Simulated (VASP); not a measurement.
The input files of a VASP run:

INCAR:
```
# general
SYSTEM  = Te2Mo
PREC    = Accurate
ENCUT   = 300
LREAL   = F
LASPH   = T

# electronic loop
EDIFF   = 1E-6
NELM    = 100
ALGO    = Normal
LMAXMIX = 4

# smearing
ISMEAR  = -1
SIGMA   = 0.01

# functional
GGA     = PE

# ions
ISIF    = 2

# output
LWAVE   = F
LCHARG  = F
```

### POSCAR
```
Te2Mo
1
    3.6237700000     0.0000000000     0.0000000000
   -1.8118850000     3.1382760000     0.0000000000
    0.0000000000     0.0000000000    14.8865390000
Te Mo
4 2
Direct
  0.3333330000   0.6666670000   0.6278200000
  0.6666670000   0.3333330000   0.3721800000
  0.6666670000   0.3333330000   0.1278200000
  0.3333330000   0.6666670000   0.8721800000
  0.3333330000   0.6666670000   0.2500000000
  0.6666670000   0.3333330000   0.7500000000
```

**KPOINTS**
```
Automatic mesh
0
Gamma
5 5 1
0 0 0
```

POTCAR, in this order: Te Mo_sv (PBE.64 set). Program: vasp_std.

**Question.** Write an equivalent input for Quantum ESPRESSO's pw.x.

**Answer.** One equivalent input (not run):
```
&CONTROL
  calculation = 'scf'
  pseudo_dir = './pseudo'
  outdir = './out'
  tprnfor = .true.
  tstress = .true.
/
&SYSTEM
  ibrav = 0
  nat = 6
  ntyp = 2
  ecutwfc = 82.3
  occupations = 'smearing'
  smearing = 'fermi-dirac'
  degauss = 0.000735
  input_dft = 'pbe'
/
&ELECTRONS
  conv_thr = 7.3e-08
  electron_maxstep = 100
/
ATOMIC_SPECIES
  Te 127.600 Te.upf
  Mo 95.950 Mo.upf
CELL_PARAMETERS angstrom
     3.6237700    0.0000000    0.0000000
    -1.8118850    3.1382760    0.0000000
     0.0000000    0.0000000   14.8865390
ATOMIC_POSITIONS crystal
  Te   0.3333330  0.6666670  0.6278200
  Te   0.6666670  0.3333330  0.3721800
  Te   0.6666670  0.3333330  0.1278200
  Te   0.3333330  0.6666670  0.8721800
  Mo   0.3333330  0.6666670  0.2500000
  Mo   0.6666670  0.3333330  0.7500000
K_POINTS automatic
  5 5 1 0 0 0
```
The two are equivalent in intent, not identical: the potentials are each code's own (VASP's PAW set, PseudoDojo norm-conserving files in pw.x), so ENCUT and ecutwfc are chosen apart and not converted; conv_thr bounds pw.x's estimated SCF error, while EDIFF bounds the energy change between steps.

The structure comes from a computed database's Te2Mo entry; how it stands against other phases isn't given here. The cell was not relaxed at this level. The k-mesh is coarse (spacing up to 0.42 per Å, 2π included), so the numbers may not be converged in it.
